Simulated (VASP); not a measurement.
Runs of VASP 6.6.1 on BeSb. Symmetry: P-6m2, No. 187, hexagonal system. The conventional cell has a = 3.879 Å, b = 3.879 Å, c = 3.038 Å, α = 90.00°, β = 90.00°, γ = 120.00°. Be (site symmetry -6m2) has 6 Sb at 2.71 Å and 2 Be at 3.04 Å as nearest neighbours. Sb (site symmetry -6m2) is surrounded by 6 Be at 2.71 Å and 2 Sb at 3.04 Å. The cell was built by a generator and needn't be a form met in nature.

| share of exact exchange | gap on the mesh (eV) | pressure (GPa) |
| --- | --- | --- |
| 0.15 | none | -1.5 |
| 0.25 | none | -2.5 |
| 0.3 | none | (b) |
| 0.05 | none | -0.7 |
| 0.2 | none | -2.0 |
| 0.4 | none | (a) |
| 0.1 | none | (c) |
| 0.5 | none | -5.3 |

Alike in all rows: task single point; level HSE(alpha, omega); potentials or basis VASP PAW PBE potentials, release 64 (Be, Sb); no spin polarisation; cell as given; k mesh 4 × 4 × 5; cutoff (eV) 520; smearing fermi-dirac 0.05 eV; the mesh is coarse, so values aren't converged.

Estimate the missing entries.

(a) -4.2; (b) -3.0; (c) -1.1.

Caveats: all runs use coarse meshes; the PAW data sets were made with another functional, which shifts forces and pressure a little.

A k mesh can miss the band edges, and the runs leave out spin-orbit coupling on Sb.

A gap of «none» marks a metal or a gap under the smearing width.
